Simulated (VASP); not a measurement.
Level of theory: PBE GGA, VASP's PBE PAW potentials (set 64) (plane waves; VASP).

Input for VASP

**POSCAR**
```
PrCl3
1
    5.3426550000     0.0000000000     0.0000000000
    0.0000000000     5.3426550000     0.0000000000
    0.0000000000     0.0000000000     5.3426550000
Pr Cl
1 3
Direct
  0.0000000000   0.0000000000   0.0000000000
  0.5000000000   0.0000000000   0.0000000000
  0.0000000000   0.0000000000   0.5000000000
  0.0000000000   0.5000000000   0.0000000000
```

INCAR:
```
SYSTEM = PrCl3
PREC = Accurate
ENCUT = 400
EDIFF = 1E-6
NELM = 100
ALGO = Normal
LREAL = .FALSE.
LASPH = .TRUE.
ISMEAR = 0
SIGMA = 0.05
GGA = PE
LMAXMIX = 6
LWAVE = .FALSE.
LCHARG = .FALSE.
ISIF = 2
KSPACING = 0.8
KGAMMA = .FALSE.
```

POTCAR, in this order: Pr_3 Cl (PBE.64 set). Program: vasp_std.

The 4f electrons are frozen in the core of the lanthanide potential, so 4f levels, which can set the real gap, and their magnetism are missing.

Q: Estimate the energy per atom (σ→0), pressure.

A: 
- energy per atom (σ→0): -464.3 kJ/mol of atoms
- pressure: 3.59 GPa

File OSZICAR:
```
...
DAV:   9    -0.192467807806E+02   -0.15686E-02   -0.53945E-03    40   0.498E-01    0.132E-01
DAV:  10    -0.192474591049E+02   -0.67832E-03   -0.45519E-04    40   0.170E-01    0.288E-02
DAV:  11    -0.192474242228E+02    0.34882E-04   -0.11077E-04    40   0.804E-02    0.174E-02
DAV:  12    -0.192473994136E+02    0.24809E-04   -0.29895E-05    48   0.338E-02    0.741E-03
DAV:  13    -0.192473964882E+02    0.29253E-05   -0.32452E-06    48   0.105E-02    0.336E-03
DAV:  14    -0.192473952233E+02    0.12650E-05   -0.13805E-06    32   0.917E-03    0.107E-03
DAV:  15    -0.192473951557E+02    0.67526E-07   -0.11296E-07    32   0.268E-03
   1 F= -.19247395E+02 E0= -.19247395E+02  d E =-.384161E-11
```

The structure was generated: PrCl3 was put into the ReO3 type (Pm-3m), which need not be its known phase. The cell was not relaxed at this level. The run is one of a series of settings (KGAMMA = .FALSE., KSPACING = 0.8, KPOINTS file removed against the base run), some of them coarse on purpose.
